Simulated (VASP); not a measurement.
Energy against volume of CdS (wurtzite). Method: AM05 GGA, VASP's PBE PAW potentials (set 64) (plane waves; VASP 6.6.1). Settings: 520 eV cut-off, 6×6×4 Γ-centred mesh, Gaussian smearing of 0.050 eV, potentials Cd S.

Shape and ions are relaxed at each volume.

```tsv
V (Å³/atom)	E (eV/atom)
23.584	-3.15574
24.337	-3.17019
25.089	-3.17490
25.842	-3.17138
```

Task: Fit these four points and predict the energy of the run at 26.595 Å³/atom.

Result: A cubic in V^(−2/3), the third-order Birch-Murnaghan form, passes through the four points with V0 = 25.12 Å³/atom and B0 = 58 GPa, and gives -3.1609 eV/atom there. The run gave -3.1609 eV/atom, -0.0 meV/atom from the fit; all five points give B0 = 58 GPa.

The compound is CdS in the wurtzite structure. It was relaxed first.
